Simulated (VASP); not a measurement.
These are PBEsol GGA, VASP's PBE PAW potentials (set 64) (plane waves; VASP 6.6.1) values and carry that method's errors.

Input for VASP

**POSCAR**
```
Tm(GeRh)2
1
   -2.0306137650     2.0306137650     5.0835656227
    2.0306137650    -2.0306137650     5.0835656227
    2.0306137650     2.0306137650    -5.0835656227
Tm Ge Rh
1 2 2
Direct
  1.0000000000   1.0000000000   1.0000000000
  0.3797419816   0.3797419816   0.0000000000
  0.6202580184   0.6202580184   1.0000000000
  0.7500000000   0.2500000000   0.5000000000
  0.2500000000   0.7500000000   0.5000000000
```

KPOINTS:
```
kpoints
0
gamma
  10 10 10
0 0 0
```

### INCAR
```
SYSTEM = Tm(GeRh)2
PREC = Accurate
ENCUT = 400
EDIFF = 1E-6
NELM = 100
ALGO = Normal
LREAL = .FALSE.
LASPH = .TRUE.
ISMEAR = 1
SIGMA = 0.1
GGA = PS
LMAXMIX = 6
LWAVE = .FALSE.
LCHARG = .FALSE.
IBRION = 2
ISIF = 3
NSW = 60
EDIFFG = -0.02
```

POTCAR, in this order: Tm_3 Ge_d Rh_pv (PBE.64 set). Program: vasp_std.

What VASP printed:

OSZICAR:
```
       N       E                     dE             d eps       ncg     rms          rms(c)
DAV:   1     0.723896761721E+03    0.72390E+03   -0.29427E+04 10696   0.323E+03
DAV:   2     0.695154681800E+02   -0.65438E+03   -0.63774E+03  8168   0.852E+02
DAV:   3    -0.318329995526E+02   -0.10135E+03   -0.98441E+02 10360   0.210E+02
DAV:   4    -0.366838321546E+02   -0.48508E+01   -0.48128E+01 10112   0.533E+01
DAV:   5    -0.368802459619E+02   -0.19641E+00   -0.19630E+00 11064   0.120E+01    0.260E+01
DAV:   6    -0.359771431663E+02    0.90310E+00   -0.79754E+00 10136   0.201E+01    0.123E+01
DAV:   7    -0.357257900371E+02    0.25135E+00   -0.39165E+00 11432   0.139E+01    0.950E+00
DAV:   8    -0.355345524334E+02    0.19124E+00   -0.74045E-01  9592   0.608E+00    0.217E+00
DAV:   9    -0.355350161118E+02   -0.46368E-03   -0.97087E-02 11032   0.199E+00    0.776E-01
DAV:  10    -0.355307591708E+02    0.42569E-02   -0.23194E-02  9720   0.102E+00    0.146E-01
DAV:  11    -0.355308495148E+02   -0.90344E-04   -0.16149E-03 11280   0.261E-01    0.512E-02
DAV:  12    -0.355308548126E+02   -0.52978E-05   -0.14888E-04 10936   0.875E-02    0.310E-02
DAV:  13    -0.355308459439E+02    0.88688E-05   -0.39817E-05  9912   0.468E-02    0.399E-03
DAV:  14    -0.355308463002E+02   -0.35635E-06   -0.29539E-06  7576   0.136E-02
   1 F= -.35530846E+02 E0= -.35530678E+02  d E =-.355308E+02
       N       E                     dE             d eps       ncg     rms          rms(c)
DAV:   1    -0.355344609563E+02   -0.36150E-02   -0.10788E-01  8888   0.251E+00    0.396E-01
DAV:   2    -0.355322666461E+02    0.21943E-02   -0.11017E-02 11696   0.101E+00    0.199E-01
DAV:   3    -0.355315353713E+02    0.73127E-03   -0.22634E-03 10920   0.348E-01    0.126E-01
DAV:   4    -0.355312030412E+02    0.33233E-03   -0.84331E-04 10560   0.207E-01    0.398E-02
DAV:   5    -0.355311997918E+02    0.32494E-05   -0.99765E-05 11040   0.867E-02    0.165E-02
DAV:   6    -0.355311989969E+02    0.79491E-06   -0.79335E-06 10344   0.225E-02
   2 F= -.35531199E+02 E0= -.35531056E+02  d E =-.352697E-03
       N       E                     dE             d eps       ncg     rms          rms(c)
DAV:   1    -0.355314693570E+02   -0.26957E-03   -0.79326E-03  8888   0.682E-01    0.107E-01
DAV:   2    -0.355313062913E+02    0.16307E-03   -0.81119E-04 11720   0.273E-01    0.537E-02
DAV:   3    -0.355312534793E+02    0.52812E-04   -0.16501E-04 10936   0.944E-02    0.339E-02
DAV:   4    -0.355312295959E+02    0.23883E-04   -0.62139E-05 10600   0.559E-02    0.109E-02
DAV:   5    -0.355312297910E+02   -0.19506E-06   -0.72804E-06  9288   0.237E-02
   3 F= -.35531230E+02 E0= -.35531096E+02  d E =-.383491E-03
       N       E                     dE             d eps       ncg     rms          rms(c)
DAV:   1    -0.355321689347E+02   -0.93934E-03   -0.31726E-02  8840   0.136E+00    0.216E-01
DAV:   2    -0.355315169722E+02    0.65196E-03   -0.32503E-03 11736   0.549E-01    0.107E-01
DAV:   3    -0.355313033013E+02    0.21367E-03   -0.65832E-04 10896   0.188E-01    0.678E-02
DAV:   4    -0.355312068768E+02    0.96424E-04   -0.24763E-04 10696   0.112E-01    0.215E-02
DAV:   5    -0.355312065850E+02    0.29180E-06   -0.29303E-05 10848   0.472E-02    0.912E-03
DAV:   6    -0.355312065428E+02    0.42181E-07   -0.19910E-06  6848   0.120E-02
   4 F= -.35531207E+02 E0= -.35531093E+02  d E =-.360243E-03
       N       E                     dE             d eps       ncg     rms          rms(c)
DAV:   1    -0.355317152311E+02   -0.50865E-03   -0.15808E-02  8824   0.963E-01    0.152E-01
DAV:   2    -0.355313952454E+02    0.31999E-03   -0.16204E-03 11768   0.390E-01    0.755E-02
DAV:   3    -0.355312858230E+02    0.10942E-03   -0.32585E-04 10768   0.133E-01    0.477E-02
DAV:   4    -0.355312371254E+02    0.48698E-04   -0.12324E-04 10712   0.783E-02    0.149E-02
DAV:   5    -0.355312356329E+02    0.14925E-05   -0.14294E-05  9824   0.328E-02    0.639E-03
DAV:   6    -0.355312350400E+02    0.59289E-06   -0.90004E-07  5320   0.904E-03
   5 F= -.35531235E+02 E0= -.35531106E+02  d E =-.388740E-03
```

File OUTCAR:
```
------------------------ aborting loop because EDIFF is reached ----------------------------------------
  FORCE on cell =-STRESS in cart. coord.  units (eV):
  Direction    XX          YY          ZZ          XY          YZ          ZX
  --------------------------------------------------------------------------------------
  Total        0.0537776      0.0537776      0.0771573      0.0000000      0.0000000      0.0000000
  in kB        1.0293795      1.0293795      1.4769010      0.0000000      0.0000000      0.0000000
  external PRESSURE =       1.1785533 kB  Pullay stress =       0.0000000 kB
  volume of cell :       83.70
      direct lattice vectors                 reciprocal lattice vectors
    -2.027219797  2.027219797  5.091840833     0.000000000  0.246643211  0.098196314
     2.027219797 -2.027219797  5.091840833     0.246643211  0.000000000  0.098196314
     2.027219797  2.027219797 -5.091840833     0.246643211  0.246643211  0.000000000
 POSITION                                       TOTAL-FORCE (eV/Angst)
 -----------------------------------------------------------------------------------
      0.00000      0.00000      0.00000        -0.000000     -0.000000      0.000000
      0.00000      0.00000      3.86962         0.000000      0.000000      0.014199
      0.00000      0.00000      6.31407         0.000000      0.000000     -0.014199
      0.00000      2.02722      2.54592        -0.000000     -0.000000     -0.000000
      2.02722      0.00000      2.54592        -0.000000     -0.000000     -0.000000
 -----------------------------------------------------------------------------------
    total drift:                               -0.000000     -0.000000     -0.000000
  FREE ENERGIE OF THE ION-ELECTRON SYSTEM (eV)
  ---------------------------------------------------
  free  energy   TOTEN  =       -35.5312350400 eV

  energy  without entropy=      -35.5308491385  energy(sigma->0) =      -35.53110641

 reached required accuracy - stopping structural energy minimisation
```
(Selected blocks of OUTCAR.)

File CONTCAR:
```
Tm(GeRh)2
   1.00000000000000
    -2.0272197968344492    2.0272197968344492    5.0918408329361817
     2.0272197968344492   -2.0272197968344492    5.0918408329361817
     2.0272197968344492    2.0272197968344492   -5.0918408329361817
  Tm              Ge              Rh
     1     2     2
Direct
     0.0000000000000000    0.0000000000000000    0.0000000000000000
     0.3799820274503705    0.3799820274503705    0.0000000000000000
     0.6200179725496295    0.6200179725496295    0.0000000000000000
     0.7500000000000000    0.2500000000000000    0.5000000000000000
     0.2500000000000000    0.7500000000000000    0.5000000000000000
```

The 4f electrons are frozen in the core of the lanthanide potential, so 4f levels, which can set the real gap, and their magnetism are missing.

The structure comes from a computed database's Rh2TmGe2 entry (I4/mmm); how it stands against other phases isn't given here. This run relaxes it. Symmetry was kept, so distortions that lower it aren't found. The start is the result of an earlier pass. The electron count is odd and the run is not spin-polarised, which forces a metal.
